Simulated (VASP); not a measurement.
# CsBa3 (Fm-3m) in VASP: equation of state, part 2 of 2

VASP 6.6.1. The steps go on from the part before.

## (7) Equation of state, PBE, 75.44 Å³/atom (volume scaled by 1.06)

Input file INCAR:

```
ALGO = Normal
EDIFF = 1E-7
ENCUT = 520
GGA = PE
ISIF = 2
ISMEAR = -1
LASPH = T
LCHARG = F
LREAL = F
LWAVE = F
NBANDS = 28
NELM = 80
PREC = Accurate
SIGMA = 0.05
```

Input file KPOINTS:

```
k-points
0
Gamma
  5 5 5
```

Input file POSCAR:

```
CsBa3
1.0
    0.0000000000      5.3236881159      5.3236881159
    5.3236881159      0.0000000000      5.3236881159
    5.3236881159      5.3236881159      0.0000000000
Ba Cs
3 1
Direct
    0.5000000000      0.5000000000      0.5000000000
    0.7500000000      0.7500000000      0.7500000000
    0.2500000000      0.2500000000      0.2500000000
    0.0000000000      0.0000000000      0.0000000000
```

Potentials or basis: VASP PAW PBE potentials, release 64 (Ba_sv, Cs_sv).

On the command line:

```bash
> cat potpaw_PBE.64/Ba_sv/POTCAR potpaw_PBE.64/Cs_sv/POTCAR > POTCAR
> mpirun -np 1 vasp_std > vasp.out
```

OUTCAR:

```text
EDIFF = 1E-7
   ENCUT = 520
   GGA = PE
   ISIF = 2
   ISMEAR = -1
   LASPH = T
   LREAL = F
   NELM = 80
   PREC = Accurate

 Found     10 irreducible k-points:

 Following reciprocal coordinates:
            Coordinates               Weight
  0.000000  0.000000  0.000000      1.000000
  0.200000  0.000000  0.000000      8.000000
  0.400000  0.000000  0.000000      8.000000
  0.200000  0.200000  0.000000      6.000000
  0.400000  0.200000  0.000000     24.000000
 -0.400000  0.200000  0.000000     24.000000
   k-points           NKPTS =     10   k-points in BZ     NKDIM =     10   number of bands    NBANDS=     28
   number of dos      NEDOS =    301   number of ions     NIONS =      4
   total plane-waves  NPLWV = 175616
   dimension x,y,z NGX =    56 NGY =   56 NGZ =   56
   dimension x,y,z NGXF=   112 NGYF=  112 NGZF=  112
   ions per type =               3   1
   NGX,Y,Z   is equivalent  to a cutoff of  12.37, 12.37, 12.37 a.u.
   NGXF,Y,Z  is equivalent  to a cutoff of  24.73, 24.73, 24.73 a.u.
 SYSTEM =  unknown system
   PREC   = accura    normal or accurate (medium, high low for compatibility)
   ISTART =      0    job   : 0-new  1-cont  2-samecut
   ICHARG =      2    charge: 1-file 2-atom 10-const
   ISPIN  =      1    spin polarized calculation?
   LNONCOLLINEAR =      F non collinear calculations
   LSORBIT =      F    spin-orbit coupling
   LASPH  =      T    aspherical Exc in radial PAW
   ENCUT  =  520.0 eV  38.22 Ry    6.18 a.u.  14.00 14.00 14.00*2*pi/ulx,y,z
   NELM   =     80;   NELMIN=  2; NELMDL= -5     # of ELM steps
   EDIFF  = 0.1E-06   stopping-criterion for ELM
   LREAL  =      F    real-space projection
   EDIFFG = 0.1E-05   stopping-criterion for IOM
   NSW    =      0    number of steps for IOM
   IBRION =     -1    ionic relax: 0-MD 1-quasi-New 2-CG
   NFREE  =      0    steps in history (QN), initial steepest desc. (CG)
   ISIF   =      2    stress and relaxation
   ISYM   =      2    0-nonsym 1-usesym 2-fastsym
   POTIM  = 0.5000    time-step for ionic-motion
   TEBEG  =    0.0;   TEEND  =   0.0 temperature during run
   PSTRESS=    0.0 pullay stress
   NELECT =      39.0000    total number of electrons
   NUPDOWN=      -1.0000    fix difference up-down
   EMIN   =  10.00;   EMAX   =-10.00  energy-range for DOS
   EFERMI =   0.00;   METHOD = LEGACY
   ISMEAR =    -1;   SIGMA  =   0.05  broadening in eV -4-tet -1-fermi 0-gaus
   EFERMI_NEDOS =   21; number of points for ismear=-14 and -15
   IALGO  =     38    algorithm
   IMIX   =      4    mixing-type and parameters
     AMIX     =   0.40;   BMIX     =  1.00
     AMIX_MAG =   1.60;   BMIX_MAG =  1.00
  volume/ion in A,a.u.               =      75.44       509.10
  Fermi-wavevector in a.u.,A,eV,Ry     =   0.827702  1.564129  9.321213  0.685090
  Thomas-Fermi vector in A             =   1.939951
   LORBIT       =      0    0 simple, 1 ext, 2 COOP (PROOUT), +10 PAW based schemes
   GGA     = PE    functional components
   LHFCALC =     F    Hartree Fock is set to
   AEXX    =    0.0000 exact exchange contribution
   IVDW    =     0    specifies the selected vdW correction
   LEPSILON=     F    determine dielectric tensor
   LRPA    =     F    only Hartree local field effects (RPA)
 non-spin polarized calculation
  energy-cutoff  :      520.00
  volume of cell :      301.76
 maximum number of plane-waves:      8144
   NGX = 27   NGY = 27   NGZ = 27

 number of electron      38.9999999 magnetization

 Free energy of the ion-electron system (eV)
  ---------------------------------------------------
  ext. energy  EPLUGINS =         0.00000000
  ---------------------------------------------------
  free energy    TOTEN  =        -5.96303788 eV

  energy without entropy =       -5.89970546  energy(sigma->0) =       -5.93137167

 E-fermi :   1.1728     XC(G=0):  -6.8001

 val. band max:        1.1700357408   @ k =   0.4000   0.2000   0.0000
 cond. band min:       1.1752877145   @ k =  -0.4000   0.2000   0.0000
 fundamental gap:      0.0052519737
 Fermi energy:         1.1727964824

 k-point     1 :       0.0000    0.0000    0.0000
  band No.  band energies     occupation
      1     -28.2231      2.00000
      2     -28.2190      2.00000
      3     -28.0664      2.00000
      4     -21.7047      2.00000
      5     -13.3793      2.00000
      6     -13.3793      2.00000
[... 20 lines left out ...]
     27       3.0875      0.00000
     28       3.0875      0.00000

 k-point     2 :       0.2000    0.0000    0.0000
  band No.  band energies     occupation
      1     -28.2226      2.00000
      2     -28.2193      2.00000
      3     -28.0666      2.00000
      4     -21.7048      2.00000
      5     -13.3928      2.00000
      6     -13.3872      2.00000
[... 20 lines left out ...]
     27       2.8963      0.00000
     28       3.1802      0.00000

 k-point     3 :       0.4000    0.0000    0.0000
  band No.  band energies     occupation
      1     -28.2214      2.00000
      2     -28.2201      2.00000
      3     -28.0670      2.00000
      4     -21.7048      2.00000
      5     -13.3945      2.00000
      6     -13.3945      2.00000
[... 20 lines left out ...]
     27       2.4418      0.00000
     28       2.4418      0.00000

 k-point     4 :       0.2000    0.2000    0.0000
  band No.  band energies     occupation
      1     -28.2225      2.00000
      2     -28.2193      2.00000
      3     -28.0667      2.00000
      4     -21.7048      2.00000
      5     -13.4008      2.00000
      6     -13.4008      2.00000
[... 20 lines left out ...]
     27       2.9829      0.00000
     28       3.1427      0.00000

 k-point     5 :       0.4000    0.2000    0.0000
  band No.  band energies     occupation
      1     -28.2216      2.00000
      2     -28.2199      2.00000
      3     -28.0671      2.00000
      4     -21.7048      2.00000
      5     -13.4083      2.00000
      6     -13.4052      2.00000
[... 20 lines left out ...]
     27       2.6486      0.00000
     28       2.8946      0.00000

 k-point     6 :      -0.4000    0.2000    0.0000
  band No.  band energies     occupation
      1     -28.2208      2.00000
      2     -28.2205      2.00000
      3     -28.0672      2.00000
      4     -21.7049      2.00000
      5     -13.4039      2.00000
      6     -13.4036      2.00000
[... 20 lines left out ...]
     27       2.3628      0.00000
     28       2.5047      0.00000

 [... further k-points ...]

------------------------ aborting loop because EDIFF is reached ----------------------------------------

  FORCE on cell =-STRESS in cart. coord.  units (eV):
  Direction    XX          YY          ZZ          XY          YZ          ZX
  --------------------------------------------------------------------------------------
  -------------------------------------------------------------------------------------
  Total       -0.5195229     -0.5195229     -0.5195229      0.0000000     -0.0000000      0.0000000
  in kB       -2.7583378     -2.7583378     -2.7583378      0.0000000     -0.0000000      0.0000000
  external PRESSURE =      -2.7583378 kB  Pullay stress =       0.0000000 kB

 VOLUME and BASIS-vectors are now :
 -----------------------------------------------------------------------------
  energy-cutoff  :      520.00
  volume of cell :      301.76
      direct lattice vectors                 reciprocal lattice vectors
     0.000000000  5.323688116  5.323688116    -0.093919852  0.093919852  0.093919852
     5.323688116  0.000000000  5.323688116     0.093919852 -0.093919852  0.093919852
     5.323688116  5.323688116  0.000000000     0.093919852  0.093919852 -0.093919852

 POSITION                                       TOTAL-FORCE (eV/Angst)
 -----------------------------------------------------------------------------------
      5.32369      5.32369      5.32369         0.000000      0.000000      0.000000
      7.98553      7.98553      7.98553         0.000000      0.000000      0.000000
      2.66184      2.66184      2.66184        -0.000000     -0.000000     -0.000000
      0.00000      0.00000      0.00000         0.000000      0.000000      0.000000
 -----------------------------------------------------------------------------------
    total drift:                               -0.000000      0.000000      0.000000

  FREE ENERGIE OF THE ION-ELECTRON SYSTEM (eV)
  ---------------------------------------------------
  free  energy   TOTEN  =        -5.9630378774 eV

  energy  without entropy=       -5.8997054569  energy(sigma->0) =       -5.93137167
```

OSZICAR:

```text
N       E                     dE             d eps       ncg     rms          rms(c)
DAV:   1     0.315495399970E+03    0.31550E+03   -0.14638E+04   560   0.109E+03
DAV:   2     0.263876951544E+02   -0.28911E+03   -0.28299E+03   800   0.218E+02
DAV:   3    -0.479411162188E+01   -0.31182E+02   -0.30833E+02   800   0.748E+01
DAV:   4    -0.594950460158E+01   -0.11554E+01   -0.11492E+01   764   0.129E+01
DAV:   5    -0.597926124285E+01   -0.29757E-01   -0.29738E-01   756   0.206E+00    0.226E+00
DAV:   6    -0.596459883853E+01    0.14662E-01   -0.46327E-02   764   0.910E-01    0.132E+00
DAV:   7    -0.596253547520E+01    0.20634E-02   -0.62302E-02   716   0.112E+00    0.139E-01
DAV:   8    -0.596299067593E+01   -0.45520E-03   -0.31275E-03   756   0.287E-01    0.554E-02
DAV:   9    -0.596301376708E+01   -0.23091E-04   -0.23054E-04   780   0.606E-02    0.181E-02
DAV:  10    -0.596303687525E+01   -0.23108E-04   -0.43391E-05   724   0.316E-02    0.406E-03
DAV:  11    -0.596303823405E+01   -0.13588E-05   -0.32141E-06   748   0.738E-03    0.139E-03
DAV:  12    -0.596303790789E+01    0.32615E-06   -0.31771E-07   536   0.209E-03    0.425E-04
DAV:  13    -0.596303787736E+01    0.30530E-07   -0.38372E-08   376   0.895E-04
   1 F= -.59630379E+01 E0= -.59313717E+01  d E =-.633324E-01
```

It took 89 s on 1 thread of Intel Xeon Platinum 8375C at 2.90GHz (Ice Lake), shared host; peak memory 0.45 GiB.

What came out:

- Free energy: -5.9630 eV
- Pressure: -0.3 GPa
- Band gap on the k mesh: none (metal or under the smearing width)

## (8) Equation of state, PBE

Potentials or basis: VASP PAW PBE potentials, release 64 (Ba_sv, Cs_sv).

This step only gathers the single runs of the series.

Results:

```
Equilibrium volume                      : 71.85 Å³/atom
Bulk modulus                            : 6.0 GPa
Pressure derivative of the bulk modulus : 3.1
```

Energy against volume, from the lowest point:
```csv
volume (Å³/atom),energy (meV/atom)
66.901,6.94
68.324,3.36
69.747,1.08
71.171,0.00
72.594,0.02
74.018,1.05
75.441,3.03
```

The run has no spin-orbit coupling, so splittings on Ba, Cs are missing.
